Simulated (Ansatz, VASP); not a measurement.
Hf2SnTe6 in VASP and in Ansatz

```
Hf Sn Te
1.0
     3.52979    2.03792    7.09942
    -3.52979    2.03792    7.09942
     0.00000   -4.07585    7.09942
Hf Sn Te
2 1 6
Direct
  0.33336 0.33336 0.33336
  0.66664 0.66664 0.66664
  0.00000 0.00000 0.00000
  0.26885 0.56466 0.91652
  0.56466 0.91652 0.26885
  0.91652 0.26885 0.56466
  0.08348 0.73115 0.43534
  0.43534 0.08348 0.73115
  0.73115 0.43534 0.08348
```

Alike in both runs: task single point; functional PBE; k mesh 3 × 3 × 3; occupations gaussian, width 0.1 eV; no spin polarisation.

```csv
,VASP,Ansatz
version,VASP 6.6.1,Ansatz 0.2.0
potentials or method,"VASP PAW PBE potentials, release 64 (Hf_pv, Sn_d, Te)","scalar-relativistic, plane waves, PAW"
plane-wave cutoff (eV),520,420
valence electrons in the cell,70,162
```

Ansatz gave:

* gap on the k mesh at the Fermi level (eV): none
* pressure (GPa): -0.1
* largest component of the traceless stress (GPa): 0.21
* rms of the force components (eV/Å): 0.042

What did VASP give for the same quantities?

gap on the k mesh at the Fermi level (eV): none; pressure (GPa): -0.2; largest component of the traceless stress (GPa): 0.22; rms of the force components (eV/Å): 0.035.

Atom by atom the forces differ by 0.009 eV/Å (rms over components). A gap of «none» marks a metal or a gap that the smearing closes. The two sets of potentials don't hold the same shells in valence.

The runs have no spin-orbit coupling, so splittings on Hf, Te are missing.
